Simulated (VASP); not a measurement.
Computed with LDA (Ceperley-Alder, Perdew-Zunger), VASP's LDA PAW potentials (set 64) (plane waves; VASP 6.6.1).

Input for VASP

**POSCAR**
```
CdTe
4.6416120
  0.0000000000   0.7071067121   0.7071067121
  0.7071067121   0.0000000000   0.7071067121
  0.7071067121   0.7071067121   0.0000000000
Cd Te
1 1
direct
  0.0009680000  -0.0034340000  -0.0010670000
  0.2490320000   0.2534340000   0.2510670000
```

### INCAR
```
SYSTEM=CdTe
EDIFF=1E-6   ! SCF stop (eV)
LCHARG=.FALSE.
LREAL=.FALSE.   ! projection in real space or not
ISMEAR=0   ! Gaussian
PREC=Accurate
ENCUT=240   ! plane-wave cut-off (eV)
SIGMA=0.01
LWAVE=.FALSE.
ISIF=2
NELM=100
LASPH=.TRUE.
LMAXMIX=4   ! l cut-off of mixed one-centre charges
ALGO=Normal   ! blocked Davidson
```

KPOINTS:
```
Automatic mesh
0
Gamma
2 2 2
0.5 0.5 0.5
```

POTCAR, in this order: Cd Te (LDA.64 set). Program: vasp_std.

Task: What will the output report for the number of irreducible k-points (NKPTS), largest plane-wave count, number of space-group operations, FFT grid (NGX, NGY, NGZ)?

Result: 
The number of irreducible k-points (NKPTS) is 16. The largest plane-wave count is 602 and the number of space-group operations is 1. The FFT grid (NGX, NGY, NGZ) comes out as 24 × 24 × 24.

The structure comes from a computed database's CdTe entry; how it stands against other phases isn't given here. The cell was not relaxed at this level, atoms are displaced from their ideal sites. The k-mesh is coarse (spacing up to 0.83 per Å, 2π included), so the numbers may not be converged in it. The run is one of a series of settings (ENCUT = 240, KPOINTS 2×2×2 Γ-centred mesh shifted by (0.5, 0.5, 0.5) against the base run), some of them coarse on purpose.
